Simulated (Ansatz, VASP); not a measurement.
**HfSi in two plane-wave programs**

Wanted: the spread between two codes on one cell, functional and k mesh. The cell is generated by rule, not measured, and may not be a known phase. The cell is taken from a series of runs on this material, whose earlier steps may have relaxed, scaled, displaced or heated it; both programs get it as it stands.

Program: Ansatz 0.2.0. Level of theory: plane waves, with VASP 6.6.1 beside it; single point at LDA. Results are calculated unless marked as measured.

The structure was built from a prototype and need not be the compound's stable phase.

## (1) The starting structure

It takes space group Cmmm (No. 65, orthorhombic). The conventional cell has a = 6.447 Å, b = 6.447 Å, c = 3.224 Å, α = 90.00°, β = 90.00°, γ = 90.00°. Nearest to Hf lie 8 Si at 2.78 to 2.80 Å. Nearest to Si lie 8 Hf at 2.78 to 2.80 Å. Farther neighbours are not listed.

Coordinates:

```
Hf Si
1.0
    -3.22363    0.00000    0.00000
     0.00000   -3.22363   -3.22363
     0.00000   -3.22363    3.22363
Hf Si
2 2
Direct
  0.00000 0.99628 0.00372
  0.00000 0.50372 0.49628
  0.50000 0.00620 0.50620
  0.50000 0.49380 0.99380
```

## (2) VASP: single point, LDA, pair 1

With cell and atoms fixed, the geometry can't cause a difference; cores, projectors, grids and the points listed under the comparison can.

Lines of VASP's logs that name or quote its potential files are left out, and so is its time.

INCAR

```
SYSTEM = HfSi
PREC = Accurate
ENCUT = 500
EDIFF = 1E-06
NELM = 120
ISMEAR = 1
SIGMA = 0.15
LREAL = .FALSE.
ALGO = Normal
GGA = PW92
NBANDS = 20
LASPH = .TRUE.
LORBIT = 11
LWAVE = .FALSE.
LCHARG = .FALSE.
ISIF = 2
GGA_COMPAT = .FALSE.
KPAR = 2
```

POSCAR

```
HfSi
1.0
   -3.2236273898      0.0000000000      0.0000000000
    0.0000000000     -3.2236273898     -3.2236273898
    0.0000000000     -3.2236273898      3.2236273898
Hf Si
2 2
Direct
    0.0000000000      0.9962791213      0.0037208787
    0.0000000000      0.5037208787      0.4962791213
    0.5000000000      0.0062041910      0.5062041910
    0.5000000000      0.4937958090      0.9937958090
```

KPOINTS

```
Automatic mesh
0
Gamma
12 8 8
0 0 0
```

Potentials, in the order of the species: Hf_pv and Si (LDA family, release 64).

Started as:

```sh
mpirun -np 2 vasp_std
```

Numbers of over 12 decimals in the logs are rounded to 6 here.

Output:

```text
[banner, memory and clock lines left out]
running    2 mpi-ranks, on    1 nodes
 distrk:  each k-point on    1 cores,    2 groups
 distr:  one band on    1 cores,    1 groups

 POSCAR found type information on POSCAR HfSi
 POSCAR found :  2 types and       4 ions
|                                                                             |
|               ----> ADVICE to this user running VASP <----                  |
|                                                                             |
|     You enforced a specific xc type in the INCAR file but a different       |
|     [... a line on the potential file left out ...]
|     I HOPE YOU KNOW WHAT YOU ARE DOING!                                     |
|                                                                             |

 LDA part: xc-table for (Slater(with rela. corr.)+PW92), standard interpolation
 POSCAR, INCAR and KPOINTS ok, starting setup
 FFT: planning ... GRIDC
 FFT: planning ... GRID_SOFT
 FFT: planning ... GRID
 WAVECAR not read
 entering main loop
       N       E                     dE             d eps       ncg     rms          rms(c)
DAV:   1     0.766534392431E+02    0.76653E+02   -0.14162E+04  5888   0.125E+03
DAV:   2    -0.318186094320E+02   -0.10847E+03   -0.10533E+03  7296   0.273E+02
DAV:   3    -0.359327666142E+02   -0.41142E+01   -0.39649E+01  7644   0.359E+01
DAV:   4    -0.359954990657E+02   -0.62732E-01   -0.62435E-01  7004   0.462E+00
DAV:   5    -0.359965050829E+02   -0.10060E-02   -0.10055E-02  7048   0.545E-01    0.633E+01
DAV:   6    -0.347212324718E+02    0.12753E+01   -0.48128E+00  6512   0.847E+00    0.405E+01
DAV:   7    -0.346143612295E+02    0.10687E+00   -0.58338E-01  7644   0.432E+00    0.347E+00
DAV:   8    -0.346027636535E+02    0.11598E-01   -0.56367E-02  6736   0.114E+00    0.112E+00
DAV:   9    -0.346024350157E+02    0.32864E-03   -0.41974E-03  7448   0.414E-01    0.556E-01
DAV:  10    -0.346023267905E+02    0.10823E-03   -0.39455E-04  7036   0.758E-02    0.788E-02
DAV:  11    -0.346023277603E+02   -0.96982E-06   -0.14757E-05  6988   0.203E-02    0.381E-02
DAV:  12    -0.346023270633E+02    0.69696E-06   -0.13549E-06  4396   0.811E-03
   1 F= -.34602327E+02 E0= -.34601303E+02  d E =-.307292E-02
```

OUTCAR, selected parts (step 2):

```text
ion  position               nearest neighbor table
   1  0.000  0.996  0.004-   3 2.78   4 2.78   3 2.78   4 2.78   3 2.80   3 2.80   4 2.80   4 2.80
                             2 3.18   2 3.22   2 3.22   2 3.27
   2  0.000  0.504  0.496-   3 2.78   4 2.78   3 2.78   4 2.78   3 2.80   3 2.80   4 2.80   4 2.80
                             1 3.18   1 3.22   1 3.22   1 3.27
   3  0.500  0.006  0.506-   1 2.78   2 2.78   1 2.78   2 2.78   1 2.80   2 2.80   1 2.80   2 2.80
                             4 3.14
   4  0.500  0.494  0.994-   1 2.78   2 2.78   1 2.78   2 2.78   1 2.80   2 2.80   1 2.80   2 2.80
                             3 3.14

  LATTYP: Found a simple tetragonal cell.
 ALAT       =     4.5588975747
 C/A-ratio  =     0.7071067812

 Subroutine GETGRP returns: Found  8 space group operations
 (whereof  4 operations were pure point group operations)

The static configuration has the point symmetry C_2v.
 The point group associated with its full space group is D_2h.

 Found    147 irreducible k-points:

   k-points           NKPTS =    147   k-points in BZ     NKDIM =    147   number of bands    NBANDS=     20

   dimension x,y,z NGX =    24 NGY =   36 NGZ =   36
   dimension x,y,z NGXF=    48 NGYF=   72 NGZF=   72

   ENCUT  =  500.0 eV  36.75 Ry    6.06 a.u.   5.88  8.31  8.31*2*pi/ulx,y,z

   NELECT =      28.0000    total number of electrons

 k-points in reciprocal lattice and weights: Automatic mesh
   0.00000000  0.00000000  0.00000000       0.001
   0.08333333  0.00000000  0.00000000       0.003
   0.16666667  0.00000000  0.00000000       0.003
   0.25000000  0.00000000  0.00000000       0.003
   0.33333333  0.00000000  0.00000000       0.003
   0.41666667  0.00000000  0.00000000       0.003
   0.50000000  0.00000000  0.00000000       0.001
   0.00000000  0.12500000  0.00000000       0.005
   0.08333333  0.12500000  0.00000000       0.010
[...]
0.41666667  0.50000000  0.50000000       0.003
   0.50000000  0.50000000  0.50000000       0.001

 average (electrostatic) potential at core
       1 -34.6263       2 -34.6263       3 -83.1352       4 -83.1352

 E-fermi :   7.5368

 k-point     1 :       0.0000    0.0000    0.0000
  band No.  band energies     occupation
    ...
      9       4.5972      2.00000
     10       4.6260      2.00000
     11       5.3225      2.00000
     12       5.5484      2.00000
     13       5.5750      2.00000
     14       8.9066     -0.00000
     15       8.9282     -0.00000
     16       9.6666     -0.00000
     17       9.6871     -0.00000
     18       9.6919     -0.00000
    ...

 k-point     2 :       0.0833    0.0000    0.0000
  band No.  band energies     occupation
    ...
      9       4.4297      2.00000
     10       4.4523      2.00000
     11       5.4387      2.00000
     12       5.5578      2.00000
     13       5.6353      2.00000
     14       9.0900     -0.00000
     15       9.1161     -0.00000
     16       9.2845     -0.00000
     17       9.2965     -0.00000
     18       9.4932     -0.00000
    ...

 k-point     3 :       0.1667    0.0000    0.0000
  band No.  band energies     occupation
    ...
      9       4.0201      2.00000
     10       4.0360      2.00000
     11       4.9481      2.00000
     12       5.8224      2.00000
     13       6.2473      2.00000
     14       8.5912     -0.00000
     15       8.6087     -0.00000
     16       8.7223     -0.00000
     17       9.3703     -0.00000
     18       9.5784     -0.00000
    ...

  Total        0.2037246     -0.1364770      0.1408199      0.0000000      0.0000000      0.0000000
  in kB        4.8718004     -3.2636654      3.3675195      0.0000000      0.0000000      0.0000000
  external PRESSURE =       1.6585515 kB  Pullay stress =       0.0000000 kB

  energy-cutoff  :      500.00
  volume of cell :       67.00
      direct lattice vectors                 reciprocal lattice vectors
    -3.223627390  0.000000000  0.000000000    -0.310209549  0.000000000  0.000000000
     0.000000000 -3.223627390 -3.223627390     0.000000000 -0.155104775 -0.155104775
     0.000000000 -3.223627390  3.223627390     0.000000000 -0.155104775  0.155104775

 POSITION                                       TOTAL-FORCE (eV/Angst)
 -----------------------------------------------------------------------------------
      0.00000     -3.22363     -3.19964         0.000000      0.000000      0.133022
      0.00000     -3.22363     -0.02399         0.000000      0.000000     -0.133022
     -1.61181     -1.65181      1.61181         0.000000     -0.036520     -0.000000
     -1.61181     -4.79544      1.61181         0.000000      0.036520     -0.000000
 -----------------------------------------------------------------------------------
    total drift:                                0.000000     -0.000000     -0.000000

  FREE ENERGIE OF THE ION-ELECTRON SYSTEM (eV)
  ---------------------------------------------------
  free  energy   TOTEN  =       -34.6023270633 eV

  energy  without entropy=      -34.5992541420  energy(sigma->0) =      -34.60130276

 total charge
# of ion       s       p       d       tot
------------------------------------------
    1        0.351   6.409   1.778   8.538
    2        0.351   6.409   1.778   8.538
    3        0.797   0.889   0.000   1.687
    4        0.797   0.889   0.000   1.687
--------------------------------------------------
tot          2.298  14.598   3.555  20.450

[... 3 further parts left out ...]
```

The run ends at a pressure of 0.17 GPa, with forces up to 0.13 eV/Å.

## (3) Ansatz: single point, LDA, pair 1

Ansatz runs on its default PAW (the set named soft_2) files.

The same cell, functional (in two slightly different forms), mesh and smearing now go to Ansatz, which takes its cutoff from its data sets.

input.yaml

```yaml
crystal:
  lattice:
    - [-3.2236273898, 0.0, 0.0]
    - [0.0, -3.2236273898, -3.2236273898]
    - [0.0, -3.2236273898, 3.2236273898]
  atoms:
    - { symbol: Hf, position: [0.0, 0.9962791213, 0.0037208787] }
    - { symbol: Hf, position: [0.0, 0.5037208787, 0.4962791213] }
    - { symbol: Si, position: [0.5, 0.006204191, 0.506204191] }
    - { symbol: Si, position: [0.5, 0.493795809, -0.006204191] }
kpoints:
  mp_grid: { grid: [12, 8, 8] }
hamiltonian:
  xc: lda
scf:
  occupations: { method: methfessel_paxton, width: 0.15 }
output:
  forces: true
  stress: true
  eigenvalues: true
```

Started as:

```sh
ansatz run input.yaml --threads 4 --pin off --max-ram 7168MiB --backend cpu --events-out ev --progress --plain --runs-dir out
```

Output:

```text
Engine: ansatz 0.2.0, aarch64-unknown-linux-gnu
Pseudopotentials: kind: paw
Pseudopotential: Hf, paw, valence charge 26, recommended cutoff 420 eV (normal), Hf.paw.azcp
Pseudopotential: Si, paw, valence charge 4, recommended cutoff 420 eV (normal), Si.paw.azcp
Functional definition: SPW92
  exchange = slater_x
  correlation = pw_c
Crystal: 4 atoms, lattice volume = 66.998 Å³
Basis set: ecut = 420 eV, 1347 PW (Γ)
Bands: 36, of which v1, the nominal top of the filled ones, is band 30 counted from 1 (29 counted from 0)
Symmetry: 8 space group operations
Space group: Cmmm (ITA 65), of the structure as read, at distance tolerance 4.1e-5 Å
k-points: 147 of 768
Non-local potential: Hf, projectors of the file, l = 0: 3, l = 1: 2, l = 2: 2, l = 3: 3
Non-local potential: Si, projectors of the file, l = 0: 2, l = 1: 2, l = 2: 2
PAW form: soft (Blöchl's): semilocal exchange-correlation on the pseudo side does not see the compensation charge
PAW frozen core: Hf, regenerated for the run's functional, and the local potential with it (the file was generated under x = pbe(κ = 0.804, μ = 0.219515), c = pbe(β = 0.066725))
PAW frozen core: Si, regenerated for the run's functional, and the local potential with it (the file was generated under x = pbe(κ = 0.804, μ = 0.219515), c = pbe(β = 0.066725))
PAW one-centre angular grid: Hf, 590 points (default); XC on 64 Gauss nodes
PAW one-centre angular grid: Si, 110 points (default); XC on 64 Gauss nodes
Initial density: superposition of atomic densities (neutral atoms: chi_scale 0, normalization atom), corrected by the library's trained network
Initial wavefunctions: pseudopotential atomic-orbital guess
Functional: x = slater, c = lda
SCF iter   1: F=—  HF=-32172.311891 eV  |F-HF|=—  |Δ(HF+E_count)|=         —  Δρ=7.48e-3  dr2=4.30e-2  ethr=1.77e-3  ⟨swp⟩=5.9  Hψ=19321  notcnv=0
preconditioner: auto → Kerker (q_TF=auto, 2.679 Å⁻¹)  [metal: Δε(μ)=0.003 eV  Ē_g=15.766 eV  σ=0.150 eV  W_gap=0.01  n_scr=18 (ndim 8)  ℏωp=33.9 eV  f_vac=0.000  D(μ)=5.45/eV (n_scr^D=62)]
SCF iter   2: F=—  HF=-32172.304719 eV  |F-HF|=—  |Δ(HF+E_count)|=   7.17e-3  S|Δr|=    0.00e0  Δρ=4.22e-3  dr2=1.18e-2  ethr=7.16e-5  ⟨swp⟩=1.7  Hψ=7904  notcnv=0  defer=1
SCF iter   3: F=—  HF=-32172.303416 eV  |F-HF|=—  |Δ(HF+E_count)|=   1.30e-3  S|Δr|=    0.00e0  Δρ=1.35e-3  dr2=1.45e-3  ethr=1.96e-5  ⟨swp⟩=2.0  Hψ=8436  notcnv=0  defer=1
SCF iter   4: F=—  HF=-32172.301994 eV  |F-HF|=—  |Δ(HF+E_count)|=   1.42e-3  S|Δr|=    0.00e0  Δρ=5.18e-4  dr2=1.57e-4  ethr=2.41e-6  ⟨swp⟩=2.0  Hψ=9649  notcnv=0  defer=1
SCF iter   5: F=—  HF=-32172.301963 eV  |F-HF|=—  |Δ(HF+E_count)|=   3.04e-5  S|Δr|=    0.00e0  Δρ=7.21e-5  dr2=2.10e-6  ethr=2.62e-7  ⟨swp⟩=2.0  Hψ=9629  notcnv=0  defer=1
SCF iter   6: F=—  HF=-32172.301958 eV  |F-HF|=—  |Δ(HF+E_count)|=   5.47e-6  S|Δr|=    0.00e0  Δρ=1.42e-5  dr2=9.93e-8  ethr=1.67e-10  ⟨swp⟩=6.6  Hψ=29666  notcnv=0
SCF iter   7: F=—  HF=-32172.301958 eV  |F-HF|=—  |Δ(HF+E_count)|=   9.57e-9  S|Δr|=    0.00e0  Δρ=4.97e-6  dr2=1.45e-8  ethr=1.66e-10  ⟨swp⟩=4.2  Hψ=19263  notcnv=0
SCF iter   8: F=-32172.301958 eV  HF=-32172.301958 eV  |F-HF|=3.97e-10  |Δ(HF+E_count)|=   4.11e-8  S|Δr|=    0.00e0  Δρ=1.14e-6  dr2=9.99e-10  ethr=2.41e-11  ⟨swp⟩=4.5  Hψ=17884  notcnv=0
SCF 1 converged in 8 iterations: F = -32172.301958 eV  dr2 = 9.99e-10
  greatest PAW one-centre occupation: 0.998 electrons in one spin orbital (limit 2), on the Hf atom at site 1 (counted from 0), in its partial waves of l = 3
SCF converged after 8 iterations
Stability not checked: this state was not tested for a lower state beside it, because cold or Methfessel-Paxton smearing, or corrected tetrahedra, fill the levels in a way that the test cannot read (fill_not_monotonic; see scf.lower_state_search)
Free energy (F): -32172.301958 eV
Harris-Foulkes:  -32172.301958 eV  (|F-HF|=3.97e-10)
Internal energy: -32172.298965 eV  (E = F + TS)
E sigma→0 (E₀):  -32172.301209 eV
Entropy (-TS):   -0.002993 eV (-0.748 meV/atom)
Fermi energy:    17.570093 eV
--- Per-component energies (eV) ---
  E_band       = 56.289839
  E_kinetic    = 939.796503
  E_local      = -11614.417408  (includes V_loc(G=0)·N_el)
  E_nonlocal   = -2411.377438
  E_hartree    = 5476.801145
  E_xc         = -709.525414
  E_vxc        = -633.697251  (∫ρ·V_xc dr)
  E_paw        = -14343.917564  (= ΣΔE_a)
  E_vpaw       = 2822.381304  (= ΣTr[D̂ρ^β])
  E_aug_tail   = 0.000009  (compensation charges beyond the density's cutoff)
  E_ewald      = -9514.741944
  E_core_change = 5.083147  (= ΣΔE_core)
  E_smearing   = -0.002993  (= −TS)
  E_closure    = 0.000000  (closes the sum)
  Σ components = -32172.301958   (vs F -32172.301958, Δ=0.00e0)
--- Forces (eV/Å), atoms counted from 1 ---
  atom   1  Hf     0.00000000     0.00000000     0.13282268
  atom   2  Hf     0.00000000     0.00000000    -0.13282268
  atom   3  Si     0.00000000    -0.03715039     0.00000000
  atom   4  Si     0.00000000     0.03715039     0.00000000
  max |Σ_I F_I| component: 6.94e-18 eV/Å
--- Stress (GPa, compression-positive) ---
        0.266046       0.000000       0.000000
        0.000000      -0.499020       0.000000
        0.000000       0.000000       0.153295
  P = ⅓ Tr σ = -0.0266 GPa (-0.266 kbar)
--- Band table (eV; the first three rows and the last of 147) ---
  k-point 0: bands = [... 26 lower, 15.3399, 15.5838, 15.6098, 18.9375, 18.9589, 19.7137, 19.7345, 19.7390, ... 2 higher]
  k-point 1: bands = [... 26 lower, 15.5444, 15.6055, 16.1330, 18.7469, 18.9945, 19.0180, 19.3409, 19.8686, ... 2 higher]
  k-point 2: bands = [... 26 lower, 15.4087, 15.5194, 17.0098, 17.9689, 18.3930, 18.7492, 19.2426, 20.2604, ... 2 higher]
  k-point 146: bands = [... 26 lower, 14.6548, 14.6597, 15.3517, 15.3780, 18.9529, 18.9570, 18.9619, 18.9646, ... 2 higher]
```

The run ends at a pressure of -0.03 GPa, with forces up to 0.13 eV/Å.

## (4) Differences

Known differences besides the potentials themselves: the data sets hold 60 valence electrons in Ansatz (on its default PAW (the set named soft_2) files) and 28 in VASP; the cutoff is 420 eV in Ansatz and 500 eV in VASP; VASP's log shows a relativistic correction to its local exchange, Ansatz's none. Total energies have different zeros and are not compared.

Both answers:

| quantity | Ansatz | VASP | difference |
| --- | --- | --- | --- |
| pressure (GPa) | -0.03 | 0.17 | -0.19 |

Forces (eV/Å; atoms numbered as in POSCAR):

| atom | Ansatz x, y, z | VASP x, y, z |
| --- | --- | --- |
| Hf1 | 0.000, 0.000, 0.133 | 0.000, 0.000, 0.133 |
| Hf2 | 0.000, 0.000, -0.133 | 0.000, 0.000, -0.133 |
| Si3 | 0.000, -0.037, 0.000 | 0.000, -0.037, 0.000 |
| Si4 | 0.000, 0.037, 0.000 | 0.000, 0.037, 0.000 |

The forces differ by 0.3 meV/Å r.m.s., which is 0.5 % of the r.m.s. force of 0.056 eV/Å (both taken over all components).

## (5) VASP: single point, LDA, pair 2

With cell and atoms fixed, the geometry can't cause a difference; cores, projectors, grids and the points listed under the comparison can.

INCAR is that of step 2.

POSCAR

```
HfSi
1.0
   -3.2236273898      0.0000000000      0.0000000000
    0.0000000000     -3.2236273898     -3.2236273898
    0.0000000000     -3.2236273898      3.2236273898
Hf Si
2 2
Direct
    0.0000000000      0.9925582426      0.0074417574
    0.0000000000      0.5074417574      0.4925582426
    0.5000000000      0.0124083820      0.5124083820
    0.5000000000      0.4875916180      0.9875916180
```

KPOINTS is that of step 2.

Started as:

```sh
mpirun -np 2 vasp_std
```

Output:

```text
[banner, memory and clock lines left out]
running    2 mpi-ranks, on    1 nodes
[...]
[... a notice as in an earlier step ...]

 LDA part: xc-table for (Slater(with rela. corr.)+PW92), standard interpolation
 POSCAR, INCAR and KPOINTS ok, starting setup
[...]
entering main loop
       N       E                     dE             d eps       ncg     rms          rms(c)
DAV:   1     0.766018011238E+02    0.76602E+02   -0.14162E+04  5896   0.125E+03
DAV:   2    -0.318875388581E+02   -0.10849E+03   -0.10534E+03  7364   0.273E+02
DAV:   3    -0.359475264182E+02   -0.40600E+01   -0.39281E+01  7648   0.358E+01
DAV:   4    -0.360070136297E+02   -0.59487E-01   -0.59197E-01  7036   0.453E+00
[...]
DAV:  11    -0.346155861769E+02    0.25530E-05   -0.63740E-05  6888   0.386E-02    0.679E-02
DAV:  12    -0.346155845387E+02    0.16382E-05   -0.49229E-06  6868   0.138E-02    0.567E-03
DAV:  13    -0.346155845461E+02   -0.74315E-08   -0.44421E-07  4184   0.418E-03
   1 F= -.34615585E+02 E0= -.34614865E+02  d E =-.215928E-02
```

Parts of OUTCAR (step 5):

```text
  Total        0.1538381     -0.5255020      0.4818550      0.0000000      0.0000000      0.0000000
  in kB        3.6788310    -12.5666769     11.5229175      0.0000000      0.0000000      0.0000000
  external PRESSURE =       0.8783572 kB  Pullay stress =       0.0000000 kB

 POSITION                                       TOTAL-FORCE (eV/Angst)
 -----------------------------------------------------------------------------------
      0.00000     -3.22363     -3.17565         0.000000      0.000000      0.244880
      0.00000     -3.22363     -0.04798         0.000000      0.000000     -0.244880
     -1.61181     -1.69181      1.61181         0.000000     -0.063191      0.000000
     -1.61181     -4.75544      1.61181         0.000000      0.063191      0.000000
 -----------------------------------------------------------------------------------
    total drift:                                0.000000     -0.000000     -0.000000

  FREE ENERGIE OF THE ION-ELECTRON SYSTEM (eV)
  ---------------------------------------------------
  free  energy   TOTEN  =       -34.6155845461 eV

  energy  without entropy=      -34.6134252669  energy(sigma->0) =      -34.61486479

[... 2 parts as in an earlier step ...]

[... 1 further part left out ...]
[key lines of the parts left out:]
E-fermi :   7.5355
```

The run ends at a pressure of 0.09 GPa, with forces up to 0.24 eV/Å.

[end of part 1 of 2]

[Lines on the potential files, build, host, timing and source positions are cut from VASP's logs without a mark.]

[Logs are printed without paths, hosts, clocks, repeated set-up lines and the standing remarks that a program may print on its own settings, such as how far it seeks lower states.]

[Hosts, paths, dates, database ids (printed as entryN), source tags and the programs' standing remarks are cut or masked in the printed files.]
